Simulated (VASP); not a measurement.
Level of theory: PBE GGA + U (Dudarev), VASP's PBE PAW potentials (set 64) (plane waves; VASP).

Input for VASP

**POSCAR**
```
NiSb
1
    2.0091170000    -3.3216480000     0.0000000000
    2.0091170000     3.3216480000     0.0000000000
    0.0000000000     0.0000000000     5.1233900000
Ni Sb
2 2
Direct
  0.0000000000   0.0000000000   0.5000000000
  0.0000000000   0.0000000000   0.0000000000
  0.3333330000   0.6666670000   0.2500000000
  0.6797060000   0.3463720000   0.7500000000
```

INCAR:
```
SYSTEM  =  NiSb
PREC  =  Accurate; ENCUT  =  400; LREAL  =  .FALSE.
LASPH  =  .TRUE.
EDIFF  =  1E-6; NELM  =  100; ALGO  =  Normal
LMAXMIX  =  4
ISMEAR  =  1; SIGMA  =  0.1
GGA  =  PE
LDAUL  =  2 -1
LDAUU  =  1.0 0
LDAUJ  =  0 0
LDAU  =  .TRUE.; LDAUTYPE  =  2; LDAUPRINT  =  1
ISIF  =  2
LWAVE  =  .FALSE.; LCHARG  =  .FALSE.; LORBIT  =  10
```

KPOINTS:
```
K-points
0
Gamma
8 8 6
0 0 0
```

POTCAR, in this order: Ni Sb (PBE.64 set). Program: vasp_std.

Output of the run:

OSZICAR:
```
       N       E                     dE             d eps       ncg     rms          rms(c)
DAV:   1     0.154048808573E+03    0.15405E+03   -0.10715E+04  5168   0.133E+03
DAV:   2    -0.119271387644E+02   -0.16598E+03   -0.16154E+03  5219   0.297E+02
DAV:   3    -0.198716497631E+02   -0.79445E+01   -0.77182E+01  5852   0.806E+01
DAV:   4    -0.200782889742E+02   -0.20664E+00   -0.20567E+00  5712   0.124E+01
DAV:   5    -0.200848737832E+02   -0.65848E-02   -0.65831E-02  6258   0.235E+00    0.121E+01
DAV:   6    -0.217015270297E+02   -0.16167E+01   -0.24311E+01  5657   0.909E+01    0.139E+01
DAV:   7    -0.190146722185E+02    0.26869E+01   -0.96986E+00  5629   0.650E+01    0.373E+00
DAV:   8    -0.190535027797E+02   -0.38831E-01   -0.10376E+00  6675   0.792E+00    0.231E+00
DAV:   9    -0.190008859075E+02    0.52617E-01   -0.19625E-01  5834   0.814E+00    0.573E-01
DAV:  10    -0.190012531052E+02   -0.36720E-03   -0.84536E-03  5519   0.772E-01    0.389E-01
DAV:  11    -0.190007946915E+02    0.45841E-03   -0.84821E-04  7840   0.308E-01    0.876E-02
DAV:  12    -0.190007294665E+02    0.65225E-04   -0.43273E-04  7840   0.308E-01    0.394E-02
DAV:  13    -0.190007306088E+02   -0.11423E-05   -0.27744E-05  5573   0.446E-02    0.204E-02
DAV:  14    -0.190007297001E+02    0.90873E-06   -0.16057E-06  3622   0.106E-02
   1 F= -.19000730E+02 E0= -.19000424E+02  d E =-.917661E-03
```

### OUTCAR
```
------------------------ aborting loop because EDIFF is reached ----------------------------------------
  FORCE on cell =-STRESS in cart. coord.  units (eV):
  Direction    XX          YY          ZZ          XY          YZ          ZX
  --------------------------------------------------------------------------------------
  Total       -0.0705686      2.6946406      1.1776537      0.3344487      0.0000000      0.0000000
  in kB       -1.6533921     63.1342724     27.5919207      7.8359889      0.0000000      0.0000000
  external PRESSURE =      29.6909337 kB  Pullay stress =       0.0000000 kB
  volume of cell :       68.38
      direct lattice vectors                 reciprocal lattice vectors
     2.009117000 -3.321648000  0.000000000     0.248865546 -0.150527690  0.000000000
     2.009117000  3.321648000  0.000000000     0.248865546  0.150527690  0.000000000
     0.000000000  0.000000000  5.123390000     0.000000000  0.000000000  0.195183267
 POSITION                                       TOTAL-FORCE (eV/Angst)
 -----------------------------------------------------------------------------------
      0.00000      0.00000      2.56169         0.152608      0.011028     -0.011371
      0.00000      0.00000      0.00000         0.152608      0.011028      0.011371
      2.00912      1.10722      1.28085         0.026894     -0.321158      0.000000
      2.06151     -1.10722      3.84254        -0.332111      0.299102      0.000000
 -----------------------------------------------------------------------------------
    total drift:                                0.000021      0.000005     -0.000000
  FREE ENERGIE OF THE ION-ELECTRON SYSTEM (eV)
  ---------------------------------------------------
  free  energy   TOTEN  =       -19.0007297001 eV

  energy  without entropy=      -18.9998120394  energy(sigma->0) =      -19.00042381

 total charge

# of ion       s       p       d       tot
------------------------------------------
    1        0.446   0.479   8.515   9.439
    2        0.446   0.479   8.515   9.439
    3        1.133   1.220   0.075   2.427
    4        1.133   1.220   0.075   2.428
--------------------------------------------------
tot          3.157   3.398  17.179  23.734
```
(Selected blocks of OUTCAR.)

The compound is NiSb in the NiAs type structure. The cell was not relaxed at this level, atoms are displaced from their ideal sites. The run is one of a series of settings (LDAU = .TRUE., LDAUJ = 0 0, LDAUL = 2 -1, LDAUTYPE = 2, LDAUU = 1.0 0 against the base run), some of them coarse on purpose. The run is not spin-polarised, so no magnetic state was tried.
